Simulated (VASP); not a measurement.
Here is a VASP 6.6.1 calculation.

INCAR

```
SYSTEM = LiTiB4
PREC = Accurate ; ENCUT = 600
EDIFF = 1E-6 ; ISMEAR = -1
SIGMA = 0.05 ; LREAL = .False.
LASPH = .True. ; NELM = 80
ALGO = Fast ; ISIF = 3
LWAVE = .False. ; LCHARG = .False.
GGA = RP ; IBRION = 2
NSW = 40 ; EDIFFG = -0.01
```

The input KPOINTS:

```
regular mesh
0
Gamma
  7 7 3
  0 0 0
```

POSCAR

```
LiTiB4
1.0
    3.0209600000      0.0000000000      0.0000000000
   -1.5104800000      2.6162300000      0.0000000000
    0.0000000000      0.0000000000      6.7608500000
Li Ti B
1 1 4
Direct
    0.0000000000      0.0000000000      0.5000000000
    0.0000000000      0.0000000000      0.0000000000
    0.3333300000      0.6666700000      0.7673400000
    0.6666700000      0.3333300000      0.7673400000
    0.3333300000      0.6666700000      0.2326600000
    0.6666700000      0.3333300000      0.2326600000
```

Potentials or basis: VASP PAW PBE potentials, release 64 (Li_sv, Ti_sv, B).

Command:

```sh
$ cat potpaw_PBE.64/Li_sv/POTCAR potpaw_PBE.64/Ti_sv/POTCAR potpaw_PBE.64/B/POTCAR > POTCAR
$ mpirun -np 1 vasp_std > vasp.out
```

Task: Predict the relaxed volume.

Result: 9.07 Å³/atom.

Task: Estimate the space group after relaxing (to 0.05 Å).

Result: P6/mmm (No. 191).

Task: Estimate the band gap on the k mesh.

Result: None (metal or under the smearing width).

Final structure:
```cif
data_structure
_symmetry_space_group_name_H-M 'P 1'
_symmetry_Int_Tables_number 1
_cell_length_a 3.0397
_cell_length_b 3.0397
_cell_length_c 6.7977
_cell_angle_alpha 90.000
_cell_angle_beta 90.000
_cell_angle_gamma 120.000
_cell_volume 54.40
loop_
_atom_site_label
_atom_site_type_symbol
_atom_site_fract_x
_atom_site_fract_y
_atom_site_fract_z
_atom_site_occupancy
Li1 Li 0.00000 0.00000 0.50000 1
Ti1 Ti 0.00000 0.00000 0.00000 1
B1 B 0.33333 0.66667 0.76712 1
B2 B 0.66667 0.33333 0.76712 1
B3 B 0.33333 0.66667 0.23288 1
B4 B 0.66667 0.33333 0.23288 1
```

Caveat: the cutoff is under 1.25 times the usual one of these potentials, so pressure, stress and relaxed cells hold a basis-set (Pulay) error; the PAW data sets were made with another functional, which shifts forces and pressure a little.
